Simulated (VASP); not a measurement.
Runs of VASP 6.6.1 on BeSb. The structure is hexagonal, space group P-6m2 (No. 187). The conventional cell has a = 3.879 Å, b = 3.879 Å, c = 3.038 Å, α = 90.00°, β = 90.00°, γ = 120.00°. Be (site symmetry -6m2) has 6 Sb at 2.71 Å and 2 Be at 3.04 Å as nearest neighbours. Around Sb (site symmetry -6m2) lie 6 Be at 2.71 Å and 2 Sb at 3.04 Å. The cell was built by a generator and needn't be a form met in nature.

```tsv
task	level	potentials or basis	spin	cell	k mesh	cutoff (eV)	smearing	grid for exact exchange (PRECFOCK)	exchange at q = 0	mesh quality	gap on the mesh (eV)	pressure (GPa)	relaxed volume (Å³/atom)
relaxation of cell and atoms	RPBE	VASP PAW PBE potentials, release 64 (Be, Sb)	off	relaxed	8 × 8 × 9	600	gaussian 0.05 eV	-	-	not flagged	none	0.0	(a)
hyperfine couplings	r2SCANh+rVV10	VASP PAW PBE potentials, release 64 (Be_sv, Sb)	collinear, ferromagnetic start	as given	4 × 4 × 5	520	fermi-dirac 0.05 eV	Fast	truncated	coarse	none	-2.3	-
relaxation of cell and atoms	PBE	VASP PAW PBE potentials, release 64 (Be, Sb)	off	relaxed	8 × 8 × 9	600	gaussian 0.05 eV	-	-	not flagged	none	0.0	19.82
density of states	PBEsol+D3	VASP PAW PBE potentials, release 64 (Be, Sb)	SOC, no magnetisation	atoms moved at random, drawn with an rms of 0.1 Å	8 × 8 × 9	500	gaussian 0.05 eV	-	-	not flagged	-	-3.0	-
single point	PBE	VASP PAW PBE potentials, release 64 (Be, Sb)	off	as given	8 × 8 × 9	520	fermi-dirac 0.05 eV	-	-	not flagged	none	0.3	-
```

Fill in the values left out.

(a) 20.24.

Caveats: some runs use coarse meshes; the PAW data sets were made with another functional, which shifts forces and pressure a little (some runs); pairwise dispersion overbinds metals, which lowers pressure and volume (some runs).

A k mesh can miss the band edges, and rows without SOC leave out spin-orbit coupling on Sb.

A gap of «none» marks a metal or a gap under the smearing width.

The runs don't all hold the same shells in valence.
